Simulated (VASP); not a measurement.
Data:

```
CELL_PARAMETERS angstrom
      0.00000     2.99841     2.99841
      2.99841     0.00000     2.99841
     11.99538    11.99538    -0.00174
ATOMIC_POSITIONS crystal
  Al 0.02244 0.02244 0.98317
  Al 0.00752 0.00752 0.24436
  Al 0.99327 0.99327 0.50505
  Al 0.97833 0.97833 0.76625
  Sb 0.26325 0.26325 0.05256
  Sb 0.24934 0.24934 0.31299
  Sb 0.23486 0.23486 0.57385
  P  0.25099 0.25099 0.81176
```

Method: PBEsol GGA, VASP's PBE PAW potentials (set 64) (plane waves; VASP). Run with 400 eV cut-off, 7×7×2 Γ-centred mesh, tetrahedra with Blöchl corrections, potentials Al Sb P.

Problem. The job: Al$_{4}$PSb$_{3}$ (ordered alloy cell), 8 atoms, PBEsol, static run, 400 eV, 7×7×2 Γ-centred mesh. Roughly how much core time does it take on a busy server core?

Solution. About 2 core-minutes (one run on a shared machine, a rough figure). It had 32 irreducible k-points, 21 bands, up to 3940 plane waves and 16 electronic steps.

The structure was generated: Al4PSb3 was put into an ordered model structure (R3m), which need not be its known phase. It was relaxed first.
